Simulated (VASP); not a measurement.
Calculation: r2SCAN meta-GGA, VASP's PBE PAW potentials (set 64) (plane waves; VASP).

Input for VASP

**KPOINTS**
```
Automatic mesh
0
Gamma
6 6 8
0 0 0
```

**INCAR**
```
# general
SYSTEM  = SiO2
PREC    = Accurate
ENCUT   = 620
LREAL   = F
LASPH   = T

# electronic loop
EDIFF   = 1E-6
NELM    = 100
ALGO    = Normal
LMIXTAU = T

# smearing
ISMEAR  = 0
SIGMA   = 0.05

# functional
METAGGA = R2SCAN

# ions
IBRION  = 2
NSW     = 40
ISIF    = 3
EDIFFG  = -0.02
PSTRESS = 100

# output
LWAVE   = F
LCHARG  = F
```

File POSCAR:
```
SiO2
1.0
  4.1314104917   0.0000000000   0.0000000000
  0.0000000000   4.1314104917   0.0000000000
  0.0000000000   0.0000000000   2.6554923688
Si O
2 4
Cart
  0.0000000000   0.0000000000   0.0000000000
  2.0657052458   2.0657052458   1.3277461844
  1.2592075791   1.2592075791   0.0000000000
  3.3249128250   0.8064976667   1.3277461844
  0.8064976667   3.3249128250   1.3277461844
  2.8722029126   2.8722029126   2.6554923688
```

POTCAR, in this order: Si O (PBE.64 set). Program: vasp_std.

What VASP printed:

### OSZICAR
```
       N       E                     dE             d eps       ncg     rms          rms(c)
DAV:   1     0.174732487977E+03    0.17473E+03   -0.20878E+04  2008   0.183E+03
DAV:   2    -0.647394289613E+02   -0.23947E+03   -0.23063E+03  2684   0.361E+02
DAV:   3    -0.727483104781E+02   -0.80089E+01   -0.79877E+01  2396   0.702E+01
DAV:   4    -0.728074237754E+02   -0.59113E-01   -0.59035E-01  2372   0.684E+00
DAV:   5    -0.728080253039E+02   -0.60153E-03   -0.60142E-03  2332   0.683E-01    0.185E+01
DAV:   6    -0.596458668792E+02    0.13162E+02   -0.10384E+01  2292   0.219E+01    0.103E+01
DAV:   7    -0.585707311790E+02    0.10751E+01   -0.22472E+00  2164   0.150E+01    0.344E+00
DAV:   8    -0.615572870326E+02   -0.29866E+01   -0.11981E+00  2184   0.987E+00    0.194E+00
DAV:   9    -0.584238458127E+02    0.31334E+01   -0.94963E-01  2156   0.759E+00    0.674E-01
DAV:  10    -0.586170549962E+02   -0.19321E+00   -0.47752E-02  2292   0.238E+00    0.437E-01
DAV:  11    -0.587267254805E+02   -0.10967E+00   -0.27610E-02  2188   0.154E+00    0.163E-01
DAV:  12    -0.587600811035E+02   -0.33356E-01   -0.14462E-02  2124   0.151E+00    0.142E-01
DAV:  13    -0.587591278845E+02    0.95322E-03   -0.10911E-03  2284   0.346E-01    0.602E-02
DAV:  14    -0.587600046969E+02   -0.87681E-03   -0.88972E-04  2248   0.253E-01    0.294E-02
DAV:  15    -0.587600706314E+02   -0.65935E-04   -0.86362E-05  2292   0.105E-01    0.142E-02
DAV:  16    -0.587600856721E+02   -0.15041E-04   -0.14609E-05  2180   0.543E-02    0.956E-03
DAV:  17    -0.587600857483E+02   -0.76168E-07   -0.49053E-06  2184   0.254E-02
   1 F= -.55931097E+02 E0= -.55931097E+02  d E =-.559311E+02
```

**OUTCAR**
```
------------------------ aborting loop because EDIFF is reached ----------------------------------------
  FORCE on cell =-STRESS in cart. coord.  units (eV):
  Direction    XX          YY          ZZ          XY          YZ          ZX
  --------------------------------------------------------------------------------------
  Total        2.8173032      2.8173032      2.7854733     -0.0000000      0.0000000      0.0000000
  in kB       99.5869460     99.5869460     98.4618147     -0.0000000      0.0000000      0.0000000
  external PRESSURE =      -0.7880978 kB  Pullay stress =     100.0000000 kB
  volume of cell :       45.33
      direct lattice vectors                 reciprocal lattice vectors
     4.131410492  0.000000000  0.000000000     0.242048086  0.000000000  0.000000000
     0.000000000  4.131410492  0.000000000     0.000000000  0.242048086  0.000000000
     0.000000000  0.000000000  2.655492369     0.000000000  0.000000000  0.376577998
 POSITION                                       TOTAL-FORCE (eV/Angst)
 -----------------------------------------------------------------------------------
      0.00000      0.00000      0.00000         0.000000     -0.000000      0.000000
      2.06571      2.06571      1.32775         0.000000     -0.000000      0.000000
      1.25921      1.25921      0.00000        -0.003743     -0.003743      0.000000
      3.32491      0.80650      1.32775        -0.003743      0.003743      0.000000
      0.80650      3.32491      1.32775         0.003743     -0.003743      0.000000
      2.87220      2.87220      0.00000         0.003743      0.003743     -0.000000
 -----------------------------------------------------------------------------------
    total drift:                                0.000000     -0.000000     -0.000000
  FREE ENERGIE OF THE ION-ELECTRON SYSTEM (eV)
  ---------------------------------------------------
  free  energy   TOTEN  =       -58.7600857483 eV

  energy  without entropy=      -58.7600857483  energy(sigma->0) =      -58.76008575
  enthalpy is  TOTEN    =       -55.9310973172 eV   P V=        2.8289884311

 reached required accuracy - stopping structural energy minimisation
```
(Selected blocks of OUTCAR.)

The compound is SiO2 in the rutile structure, stishovite, a high-pressure form. It was relaxed first under an external pressure of 10 GPa.
